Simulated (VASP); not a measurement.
OSZICAR of a VASP run on LaAs:

**OSZICAR**
```
       N       E                     dE             d eps       ncg     rms          rms(c)
DAV:   1     0.172933833775E+03    0.17293E+03   -0.40343E+03   624   0.685E+02
DAV:   2     0.189234769696E+02   -0.15401E+03   -0.15163E+03   980   0.223E+02
DAV:   3    -0.879062235544E+01   -0.27714E+02   -0.27386E+02   704   0.116E+02
DAV:   4    -0.118784389173E+02   -0.30878E+01   -0.30789E+01  1056   0.532E+01
DAV:   5    -0.120121300639E+02   -0.13369E+00   -0.13335E+00   880   0.839E+00    0.498E+00
DAV:   6    -0.107516525286E+02    0.12605E+01   -0.26472E+00   960   0.980E+00    0.279E+00
DAV:   7    -0.103795418111E+02    0.37211E+00   -0.92546E-01  1000   0.652E+00    0.126E+00
DAV:   8    -0.103185619369E+02    0.60980E-01   -0.12489E-01  1012   0.374E+00    0.411E-01
DAV:   9    -0.103026381904E+02    0.15924E-01   -0.18831E-02  1000   0.149E+00    0.224E-01
DAV:  10    -0.102952079373E+02    0.74303E-02   -0.84102E-03   792   0.555E-01    0.102E-01
DAV:  11    -0.102918783788E+02    0.33296E-02   -0.11904E-02  1000   0.615E-01    0.805E-02
DAV:  12    -0.102934910788E+02   -0.16127E-02   -0.16777E-03   996   0.449E-01    0.476E-02
DAV:  13    -0.102933395021E+02    0.15158E-03   -0.10068E-03   788   0.154E-01    0.308E-02
DAV:  14    -0.102944717292E+02   -0.11322E-02   -0.10654E-03  1040   0.255E-01    0.236E-02
DAV:  15    -0.102962046875E+02   -0.17330E-02   -0.65437E-04   844   0.165E-01    0.979E-03
DAV:  16    -0.102966607768E+02   -0.45609E-03   -0.22093E-04   896   0.549E-02    0.416E-03
DAV:  17    -0.102968145136E+02   -0.15374E-03   -0.30574E-05   928   0.262E-02    0.205E-03
DAV:  18    -0.102968478308E+02   -0.33317E-04   -0.47965E-06   896   0.117E-02    0.131E-03
DAV:  19    -0.102968541021E+02   -0.62712E-05   -0.50809E-07   648   0.609E-03    0.420E-04
DAV:  20    -0.102968548510E+02   -0.74891E-06   -0.19955E-07   600   0.506E-03
   1 F= -.10296855E+02 E0= -.10296855E+02  d E =-.177740E-11
```

Q: Which electronic solver shows in the log?

A: It is blocked Davidson (ALGO = Normal, or the opening steps of other solvers). The INCAR had ALGO = Normal.

Q: Can the final energy be trusted as converged?

A: The calculation finished and met its thresholds. It stopped with EDIFF = 1E-6, NELM = 100 (PBE GGA, plane waves, VASP's PBE PAW potentials (set 64)).  The cell holds a wide vacuum, so values per volume refer to the whole cell.

The cell is a sheet with vacuum, built from a generated structure.
